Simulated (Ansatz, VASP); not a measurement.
# Ti4H7 (Ti4H7 (P-43m)) in two plane-wave programs, part 2 of 2

Aim: how closely do two programs agree when they are given the same cell, functional and k mesh? The cell is taken from a series of runs on this material, whose earlier steps may have relaxed, scaled, displaced or heated it; both programs get it as it stands.

VASP 6.6.1 and Ansatz 0.2.0.

So far: Set-up; VASP: relaxation of cell and atoms, r2SCAN.

### 3. Ansatz: relaxation of cell and atoms, r2SCAN

Level of this step: Ansatz beside VASP: Kohn-Sham DFT, plane waves, r2SCAN (Ansatz).

Ansatz runs on its PAW soft_1 files.

The same cell, functional, mesh and smearing now go to Ansatz.

Contents of input.yaml:

```yaml
crystal:
  lattice:
    - [4.3870125, 0.0, 0.0]
    - [0.0, 4.3870125, 0.0]
    - [0.0, 0.0, 4.3870125]
  atoms:
    - { symbol: Ti, position: [0.25423089, 0.74576911, 0.74576911] }
    - { symbol: Ti, position: [0.74576911, 0.25423089, 0.74576911] }
    - { symbol: Ti, position: [0.74576911, 0.74576911, 0.25423089] }
    - { symbol: Ti, position: [0.25423089, 0.25423089, 0.25423089] }
    - { symbol: H, position: [0.5, 0.0, 0.0] }
    - { symbol: H, position: [0.0, 0.5, 0.5] }
    - { symbol: H, position: [0.5, 0.0, 0.5] }
    - { symbol: H, position: [0.0, 0.5, 0.0] }
    - { symbol: H, position: [0.0, 0.0, 0.0] }
    - { symbol: H, position: [0.0, 0.0, 0.5] }
    - { symbol: H, position: [0.5, 0.5, 0.0] }
basis:
  ecutwfc: 500
  xc_grid: 2
hamiltonian:
  xc: r2scan
  pseudopotentials: { kind: paw, azcp: { folder: soft_1 } }
kpoints:
  mp_grid: { grid: [9, 9, 9] }
scf:
  occupations: { method: fermi_dirac, width: 0.05 }
  max_iter: 150
output:
  forces: true
  stress: true
relax:
  f_tol: 0.01
  max_steps: 60
  cell: {}
checkpoint:
  write: "../r2scan.run"
  compress: false
  write_wavefunctions: false
  write_every: 100000
```

Run with:

```bash
$ ansatz run input.yaml --threads 4 --pin off --max-ram 6594MiB --backend cpu --events-out ev --progress --plain --runs-dir out
```

Numbers of over 12 decimals in the logs are rounded to 6 here.

The program printed:

```text
Engine: ansatz 0.2.0, aarch64-unknown-linux-gnu
Pseudopotentials: kind: paw
Pseudopotential: Ti, paw, valence charge 12, recommended cutoff 500 eV (meta_gga), soft_1/Ti.paw.azcp
Pseudopotential: H, paw, valence charge 1, recommended cutoff 500 eV (meta_gga), soft_1/H.paw.azcp
Functional definition: r2SCAN
  parameter k0 = 0.174
  parameter k1 = 0.065
  parameter a1 = 4.9479
  exchange = r2scan_x(k0 = k0, k1 = k1, a1 = a1)
  correlation = r2scan_c
Crystal: 11 atoms, lattice volume = 84.432 Å³
Basis set: ecut = 500 eV, 2103 PW (Γ), exchange–correlation on 64×64×64 points (8 copies of the dense FFT grid, shifted against one another)
Bands: 39, of which v1, the nominal top of the filled ones, is band 28 counted from 1 (27 counted from 0)
Symmetry: 24 space group operations
Space group: P-43m (ITA 215), of the structure as read, at distance tolerance 4.4e-5 Å
k-points: 35 of 729 (time reversal used)
Non-local potential: Ti, projectors of the file, l = 0: 3, l = 1: 2, l = 2: 3, l = 3: 1
Non-local potential: H, projectors of the file, l = 0: 2, l = 1: 1
PAW form: soft (Blöchl's): semilocal exchange-correlation on the pseudo side does not see the compensation charge
PAW frozen core: Ti, regenerated for the run's functional (the file was generated under x = pbe(κ = 0.804, μ = 0.219515), c = pbe(β = 0.066725))
PAW one-centre angular grid: Ti, 590 points (default); XC on 160 Gauss nodes
PAW one-centre angular grid: H, 302 points (default); XC on 160 Gauss nodes
Initial density: superposition of atomic densities (chi_scale 0.1, normalization cell, long waves kept (reshape's long-wave potential 0.01 eV rms))
Initial wavefunctions: pseudopotential atomic-orbital guess
Functional: x = r2scan, c = r2scan; τ floored in thin density (d = 2e-4 eV/Å³)
SCF iter   1: F=—  HF=-10137.576804 eV  |F-HF|=—  |Δ(HF+E_count)|=         —  Δρ=1.14e-1  dr2=1.01e1  dr2_τ=3.43e-1  ethr=3.10e-3  ⟨swp⟩=5.4  Hψ=4582  notcnv=0  defer=6
preconditioner: auto → Kerker (q_TF=auto, 2.540 Å⁻¹)  [metal: Δε(μ)=0.024 eV  Ē_g=7.490 eV  σ=0.050 eV  W_gap=0.12  n_scr=26 (ndim 8)  ℏωp=19.4 eV  f_vac=0.000  D(μ)=4.58/eV (n_scr^D=32)]
SCF iter   2: F=—  HF=-10135.376577 eV  |F-HF|=—  |Δ(HF+E_count)|=    2.20e0  Δρ=5.02e-2  dr2=1.96e0  dr2_τ=2.86e-2  ethr=3.10e-3  ⟨swp⟩=2.8  Hψ=2965  notcnv=0  defer=76
SCF iter   3: F=—  HF=-10134.893203 eV  |F-HF|=—  |Δ(HF+E_count)|=   4.83e-1  Δρ=1.13e-2  dr2=7.91e-2  dr2_τ=7.91e-3  ethr=3.10e-3  ⟨swp⟩=2.1  Hψ=2121  notcnv=0  defer=76
SCF iter   4: F=—  HF=-10134.919194 eV  |F-HF|=—  |Δ(HF+E_count)|=   2.60e-2  Δρ=2.79e-3  dr2=7.13e-3  dr2_τ=1.24e-4  ethr=1.44e-4  ⟨swp⟩=2.2  Hψ=2365  notcnv=0  defer=71
SCF iter   5: F=—  HF=-10134.921637 eV  |F-HF|=—  |Δ(HF+E_count)|=   2.44e-3  Δρ=1.02e-3  dr2=1.02e-3  dr2_τ=8.84e-6  ethr=1.30e-5  ⟨swp⟩=2.0  Hψ=1711  notcnv=0  defer=71
SCF iter   6: F=—  HF=-10134.921616 eV  |F-HF|=—  |Δ(HF+E_count)|=   2.14e-5  Δρ=2.36e-4  dr2=5.17e-5  dr2_τ=2.00e-6  ethr=1.86e-6  ⟨swp⟩=2.0  Hψ=1707  notcnv=0  defer=71
SCF iter   7: F=—  HF=-10134.921644 eV  |F-HF|=—  |Δ(HF+E_count)|=   2.80e-5  Δρ=5.67e-5  dr2=3.70e-6  dr2_τ=1.15e-7  ethr=9.40e-8  ⟨swp⟩=2.1  Hψ=1790  notcnv=0  defer=71
SCF iter   8: F=-10134.921645 eV  HF=-10134.921645 eV  |F-HF|=1.85e-8  |Δ(HF+E_count)|=   4.51e-7  Δρ=8.57e-6  dr2=5.71e-8  dr2_τ=3.04e-9  ethr=1.82e-10  ⟨swp⟩=3.0  Hψ=5394  notcnv=0
SCF 1 converged in 8 iterations: F = -10134.921645 eV  dr2 = 5.71e-8
  greatest PAW one-centre occupation: 1.000 electrons in one spin orbital (limit 2), on the Ti atom at site 3 (counted from 0), in its partial waves of l = 0
relax step   1: F+E_penalty+E_count = -10134.92164456 eV  Δ(F+E_penalty+E_count) = +0.000e0 eV  max|allowed force component| = 1.677e-2 eV/Å  Δτ_max = 0.0000 Å  P = -0.524 GPa  Ω = 84.432 Å³  (8 SCF iters, dr2 threshold 1.00e-7 eV, accepted)
[...]
relax step   2: F+E_penalty+E_count = -10134.92237745 eV  Δ(F+E_penalty+E_count) = -7.329e-4 eV  max|allowed force component| = 9.337e-3 eV/Å  Δτ_max = 0.0024 Å  P = +0.281 GPa  Ω = 83.977 Å³  energy of the carried Pulay correction = +3.209e-4 eV  (5 SCF iters, dr2 threshold 6.86e-7 eV, accepted)
[...]
relax step   3: F+E_penalty+E_count = -10134.92243152 eV  Δ(F+E_penalty+E_count) = -5.407e-5 eV  max|allowed force component| = 1.121e-4 eV/Å  Δτ_max = 0.0009 Å  P = -0.001 GPa  Ω = 84.135 Å³  energy of the carried Pulay correction = +2.094e-4 eV  (5 SCF iters, dr2 threshold 1.97e-7 eV, accepted)
[...]
relax step   4: F+E_penalty+E_count = -10134.92222915 eV  Δ(F+E_penalty+E_count) = +2.024e-4 eV  max|allowed force component| = 1.299e-4 eV/Å  Δτ_max = 0.0000 Å  P = -0.002 GPa  Ω = 84.135 Å³  stress off target by 1.79e-3 GPa  SCF on the basis re-selected at this cell (its energy is not comparable with the rows above)  (5 SCF iters)
basis re-selected at this cell: Δ(F+E_penalty+E_count) = +2.024e-4 eV, ΔP = -0.001 GPa vs the last step (what re-selecting the basis moved, of the pressure what is left beyond the Pulay correction that the steps carried, after the strain that the cell walked since its last selection, with what the two solves' SCF thresholds leave and, on support functions, any second-order correction that the steps lacked; it is no m [...]
SCF converged after 5 iterations
Free energy (F): -10134.922229 eV
Harris-Foulkes:  -10134.922229 eV  (|F-HF|=0.00e0)
Internal energy: -10134.876185 eV  (E = F + TS)
E sigma→0 (E₀):  -10134.899207 eV
Entropy (-TS):   -0.046044 eV (-4.186 meV/atom)
Fermi energy:    12.171165 eV
--- Per-component energies (eV) ---
  E_band       = -748.782189
  E_kinetic    = 1224.617066
  E_local      = -3705.926146  (includes V_loc(G=0)·N_el)
  E_nonlocal   = 242.510641
  E_hartree    = 1451.678407
  E_xc         = -517.022247
  E_vxc        = -739.033430  (∫ρ·V_xc dr)
  E_paw        = -4205.633194  (= ΣΔE_a)
  E_vpaw       = -720.002830  (= ΣTr[D̂ρ^β])
  E_aug_tail   = -0.000770  (compensation charges beyond the density's cutoff)
  E_vtau       = 45.696379  (kinetic-family band-sum trace: ∫τ·v_τ [+ j·A + Jᵃ·Aᵃ] dr)
  E_ewald      = -4624.086118
  E_core_change = -1.013825  (= ΣΔE_core)
  E_smearing   = -0.046044  (= −TS)
  E_closure    = 0.000000  (closes the sum)
  Σ components = -10134.922229   (vs F -10134.922229, Δ=0.00e0)
--- Forces (eV/Å), atoms counted from 1 ---
  atom   1  Ti    -0.00012988     0.00012988     0.00012988
  atom   2  Ti     0.00012988    -0.00012988     0.00012988
  atom   3  Ti     0.00012988     0.00012988    -0.00012988
  atom   4  Ti    -0.00012988    -0.00012988    -0.00012988
  atom   5  H      0.00000000     0.00000000    -0.00000000
  atom   6  H     -0.00000000    -0.00000000    -0.00000000
  atom   7  H     -0.00000000    -0.00000000    -0.00000000
  atom   8  H      0.00000000     0.00000000    -0.00000000
  atom   9  H     -0.00000000     0.00000000    -0.00000000
  atom  10  H      0.00000000    -0.00000000    -0.00000000
  atom  11  H      0.00000000    -0.00000000     0.00000000
  max |Σ_I F_I| component: 2.67e-17 eV/Å
--- Stress (GPa, compression-positive) ---
       -0.001794      -0.000000      -0.000000
       -0.000000      -0.001794      -0.000000
       -0.000000      -0.000000      -0.001794
  P = ⅓ Tr σ = -0.0018 GPa (-0.018 kbar)
--- Relaxed structure (3 steps of the walk, 3 accepted, 1 SCFs on fresh bases) ---
  F+E_penalty+E_count = -10134.92222915 eV   max|allowed force component| = 1.299e-4 eV/Å   (the final SCF, on the basis selected at the relaxed cell)
  cell:  # Å, volume = 84.1351 Å³
    - [4.381865, 0, 0]
    - [0, 4.381865, 0]
    - [0, 0, 4.381865]
  atoms:
    - { symbol: Ti, position: [0.254030, 0.745970, 0.745970] }
    - { symbol: Ti, position: [0.745970, 0.254030, 0.745970] }
    - { symbol: Ti, position: [0.745970, 0.745970, 0.254030] }
    - { symbol: Ti, position: [0.254030, 0.254030, 0.254030] }
    - { symbol: H, position: [0.5, 0, 0] }
    - { symbol: H, position: [0, 0.5, 0.5] }
    - { symbol: H, position: [0.5, 0, 0.5] }
    - { symbol: H, position: [0, 0.5, 0] }
    - { symbol: H, position: [0, 0, 0] }
    - { symbol: H, position: [0, 0, 0.5] }
    - { symbol: H, position: [0.5, 0.5, 0] }
```

In the SCF lines HF is the Harris–Foulkes energy and dr2 the Hartree energy of the density residual, in eV; the loop may stop once dr2 is under the threshold and the program's other checks hold. Hψ counts applications of the Hamiltonian.

### 4. Differences

Known differences besides the potentials themselves: VASP keeps PBE cores, Ansatz makes them for the functional; the cutoff is 500 eV in Ansatz and 550 eV in VASP; Ansatz adds a Pulay correction to the stress that steers its cell, VASP none; in our runs with r2SCAN, forces from VASP's data set Ti_sv part from Ansatz's all-electron ones, so neither program is the reference here. Total energies have different zeros and are not compared.

Both answers:

| quantity | Ansatz | VASP | difference |
| --- | --- | --- | --- |
| volume (Å³) | 84.14 | 84.40 | -0.31 % |
| edge a after relaxation, in the typed setting (Å) | 4.382 | 4.386 | -0.10 % |

### 5. Summary of results

```
difference in volume (relaxation of cell and atoms, r2SCAN) : -0.31 %
```

In words: The difference in volume is -0.31 % (relaxation of cell and atoms, r2SCAN), within the 1.2 % picked in this series as the mark of a large difference, as far as the stopping tolerances let one tell. How closely two codes agree says nothing of how well the functional describes the real material.

[Lines on the potential files, build, host, timing and source positions are cut from VASP's logs without a mark.]

[Logs are printed without paths, hosts, clocks, repeated set-up lines and the standing remarks that a program may print on its own settings, such as how far it seeks lower states.]

[Hosts, paths, dates, database ids (printed as entryN), source tags and the programs' standing remarks are cut or masked in the printed files.]
